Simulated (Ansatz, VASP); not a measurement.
# ZnO (zincite): VASP beside Ansatz, part 2 of 2

Wanted: the spread between two codes on one cell, functional and k mesh. Of the first pair: The cell is taken from a series of runs on this material, whose earlier steps may have relaxed, scaled, displaced or heated it; both programs get it as it stands.

VASP 6.6.1 and Ansatz 0.2.0.

So far: Starting point; VASP: relaxation of cell and atoms, PBE; Ansatz: relaxation of cell and atoms, PBE.

### 4. Side by side

Known differences besides the potentials themselves: fixed occupations in Ansatz, narrow Gaussian smearing in VASP; the cutoff is 420 eV in Ansatz and 600 eV in VASP; Ansatz adds a Pulay correction to the stress that steers its cell, VASP none. Total energies have different zeros and are not compared.

Compared:

```csv
quantity,Ansatz,VASP,difference
volume (Å³),49.32,49.58,-0.51 %
"edge a after relaxation, in the typed setting (Å)",3.280,3.286,-0.17 %
"edge c after relaxation, in the typed setting (Å)",5.294,5.303,-0.17 %
```

### 5. Ansatz: relaxation, PBE

This run makes the geometry at which the two programs are then compared.

The structure compared here is the end of the Ansatz relaxation.

File input.yaml:

```yaml
crystal:
  lattice:
    - [3.2579283504, 0.0, 0.0]
    - [-1.6289641752, 2.8214487151, 0.0]
    - [0.0, 0.0, 5.2586638252]
  atoms:
    - { symbol: O, position: [0.6666666667, 0.3333333333, 0.3790369378] }
    - { symbol: O, position: [0.3333333333, 0.6666666667, 0.8790369378] }
    - { symbol: Zn, position: [0.3333333333, 0.6666666667, 0.4999730622] }
    - { symbol: Zn, position: [0.6666666667, 0.3333333333, -2.69378e-05] }
kpoints:
  mp_grid: { grid: [15, 15, 10] }
hamiltonian:
  xc: pbe
  pseudopotentials: { kind: paw, azcp: { folder: soft_1 } }
scf:
  occupations: { method: gaussian, width: 0.02 }
output:
  forces: true
  stress: true
  eigenvalues: true
relax:
  adjacent_minimum: "off"
  f_tol: 0.001
  max_steps: 60
  cell: { stress_tol: 0.01, fix: [volume] }
```

Launch:

```bash
$ ansatz run input.yaml --threads 4 --pin off --max-ram 16384MiB --backend cpu --events-out ev --progress --plain --runs-dir out
```

Numbers of over 12 decimals in the logs are rounded to 6 here.

What it wrote:

```text
[...]
Crystal: 4 atoms, lattice volume = 48.338 Å³
Basis set: ecut = 420 eV, 965 PW (Γ), exchange–correlation on 48×48×72 points (8 copies of the dense FFT grid, shifted against one another)
Bands: 22, of which v1, the nominal top of the filled ones, is band 18 counted from 1 (17 counted from 0)
Symmetry: 12 space group operations
[...]
k-points: 162 of 2250 (time reversal used)
[...]
--- Relaxed structure (2 steps of the walk, 2 accepted, 1 SCFs on fresh bases) ---
[...]
cell:  # Å, volume = 48.3380 Å³
    - [3.257990, 0, 0]
    - [-1.628995, 2.821502, 0]
    - [0, 0, 5.258463]
  atoms:
    - { symbol: O, position: [0.666667, 0.333333, 0.379041] }
    - { symbol: O, position: [0.333333, 0.666667, 0.879041] }
    - { symbol: Zn, position: [0.333333, 0.666667, 0.499969] }
    - { symbol: Zn, position: [0.666667, 0.333333, -3.055007699631381e-5] }
[key lines of the parts left out:]
SCF converged after 8 iterations
Free energy (F): -7773.695878 eV
Fermi energy:    7.340971 eV
P = ⅓ Tr σ = 2.7310 GPa (27.310 kbar)
```

### 6. VASP: single point, PBE

The same cell, functional, mesh and smearing now go to VASP, with its own data sets.

File INCAR:

```
SYSTEM = ZnO
PREC = Accurate
ENCUT = 600
EDIFF = 1E-06
NELM = 120
ISMEAR = 0
SIGMA = 0.02
LREAL = .FALSE.
ALGO = Normal
GGA = PE
NBANDS = 24
LORBIT = 11
LWAVE = .FALSE.
LCHARG = .FALSE.
ISIF = 2
LASPH = .TRUE.
GGA_COMPAT = .FALSE.
EFERMI = MIDGAP
KPAR = 2
```

File POSCAR:

```
ZnO
1.0
    3.2579904231      0.0000000000      0.0000000000
   -1.6289952116      2.8215024717      0.0000000000
    0.0000000000      0.0000000000      5.2584634461
O Zn
2 2
Direct
    0.6666666667      0.3333333333      0.3790405501
    0.3333333333      0.6666666667      0.8790405501
    0.3333333333      0.6666666667      0.4999694499
    0.6666666667      0.3333333333      0.9999694499
```

File KPOINTS:

```
Automatic mesh
0
Gamma
15 15 10
0 0 0
```

Potentials, in the order of the species: O and Zn (PBE family, release 64).

Launch:

```bash
$ mpirun -np 2 vasp_std
```

What it wrote:

```text
[... set-up lines as in an earlier step ...]
 entering main loop
       N       E                     dE             d eps       ncg     rms          rms(c)
DAV:   1     0.304340565707E+03    0.30434E+03   -0.20242E+04  7816   0.240E+03
DAV:   2     0.984635854327E+01   -0.29449E+03   -0.27935E+03  8416   0.454E+02
DAV:   3    -0.205754320024E+02   -0.30422E+02   -0.30159E+02  8984   0.149E+02
DAV:   4    -0.210868813382E+02   -0.51145E+00   -0.51113E+00  8768   0.202E+01
[...]
DAV:  13    -0.178504161356E+02    0.20130E-06   -0.10781E-05  9224   0.401E-02    0.126E-02
DAV:  14    -0.178504134934E+02    0.26422E-05   -0.99237E-06  9224   0.249E-02    0.159E-03
DAV:  15    -0.178504133142E+02    0.17913E-06   -0.36023E-07  4592   0.535E-03
   1 F= -.17850413E+02 E0= -.17850413E+02  d E =-.142710-160
```

From OUTCAR (step 6):

```text
  Total        1.0520992      1.0520992      1.0433485     -0.0000000     -0.0000000      0.0000000
  in kB       34.8721065     34.8721065     34.5820617     -0.0000000     -0.0000000      0.0000000
  external PRESSURE =      34.7754249 kB  Pullay stress =       0.0000000 kB

 POSITION                                       TOTAL-FORCE (eV/Angst)
 -----------------------------------------------------------------------------------
      1.62900      0.94050      1.99317         0.000000     -0.000000     -0.001141
     -0.00000      1.88100      4.62240         0.000000      0.000000     -0.001141
     -0.00000      1.88100      2.62907        -0.000000      0.000000      0.001141
      1.62900      0.94050      5.25830         0.000000     -0.000000      0.001141
 -----------------------------------------------------------------------------------
    total drift:                                0.000000      0.000001     -0.000183

  FREE ENERGIE OF THE ION-ELECTRON SYSTEM (eV)
  ---------------------------------------------------
  free  energy   TOTEN  =       -17.8504133142 eV

  energy  without entropy=      -17.8504133142  energy(sigma->0) =      -17.85041331

[... 3 further parts left out ...]
[key lines of the parts left out:]
E-fermi :   1.4462
```

The run ends at a pressure of 3.48 GPa, with forces up to 0.0011 eV/Å.

### 7. Comparison

What differs besides the data sets and the points named for the pairs above, as far as they apply: Ansatz's pressure holds a Pulay correction, VASP's none. Total energies have different zeros and are not compared.

Both answers:

```csv
quantity,Ansatz,VASP,difference
pressure (GPa),2.73,3.48,-0.75
gap on the k mesh (eV),0.770,0.758,+0.012
```

A gap on the mesh is an upper bound, since the band edges may lie between its points.

### 8. Outcome

```json
{
  "difference in volume (relaxation of cell and atoms, PBE)": "-0.51 %",
  "difference in gap on the k mesh (single point, PBE)": "0.012 eV",
  "difference in pressure (single point, PBE)": "-0.75 GPa"
}
```

In words: The difference in pressure is -0.75 GPa (single point, PBE), within the 1 GPa picked in this series as the mark of a large difference. Such differences can come from data sets, numerical settings and the points named under the comparisons, not from the functional's error against experiment.

[Lines on the potential files, build, host, timing and source positions are cut from VASP's logs without a mark.]

[Logs are printed without paths, hosts, clocks, repeated set-up lines and the standing remarks that a program may print on its own settings, such as how far it seeks lower states.]

[Hosts, paths, dates, database ids (printed as entryN), source tags and the programs' standing remarks are cut or masked in the printed files.]
